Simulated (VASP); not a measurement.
Input:

```
Eu
1.0
   -2.18502     2.18502     2.18502
    2.18502    -2.18502     2.18502
    2.18502     2.18502    -2.18502
Eu
1
Cartesian
  0.00000   0.00000   0.00000
```

Level of theory: PBE GGA with D3 dispersion (zero damping), VASP's PBE PAW potentials (set 64) (plane waves; VASP 6.6.1). Run with 520 eV cut-off, Gaussian smearing of 0.050 eV, potentials Eu_2.

The 4f electrons are frozen in the core of the lanthanide potential, so 4f levels, which can set the real gap, and their magnetism are missing.

### Question
Give the energies of bands 4 to 7 at the high-symmetry points, in eV from the Fermi level.

### Answer

| band | Γ | H | N | P |
|---|---|---|---|---|
| 4 | -3.87 | -0.56 | -1.17 | 0.69 |
| 5 | 2.62 | -0.56 | 1.11 | 0.69 |
| 6 | 2.62 | 5.54 | 1.38 | 0.69 |
| 7 | 2.62 | 5.54 | 4.33 | 4.68 |

It has no gap at this level: it comes out as a metal or semimetal.

The compound is Eu in the bcc structure. It was relaxed first, which changed the volume by -13 %.
